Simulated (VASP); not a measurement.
```
InSb
1.0
    0.00000     3.34950     3.34950
    3.34950     0.00000     3.34950
    3.34950     3.34950     0.00000
In Sb
1 1
Direct
  0.00000   0.00000   0.00000
  0.25000   0.25000   0.25000
```

All values below come from PBE GGA, VASP's PBE PAW potentials (set 64) (plane waves; VASP). Run with 520 eV cut-off, 10×10×10 Γ-centred mesh, first-order Methfessel-Paxton smearing of 0.10 eV, potentials In_d Sb.

**Question.** The job: InSb (zinc blende), 2 atoms, PBE, static run, 520 eV, 10×10×10 Γ-centred mesh. Roughly how much core time does it take on a busy server core?

**Answer.** About 40 core-seconds (one run on a shared machine, a rough figure). It had 47 irreducible k-points, 13 bands, up to 2085 plane waves and 15 electronic steps.

The compound is InSb in the zinc blende structure. This cell is one point of a volume scan, at 1.03 of the reference volume.
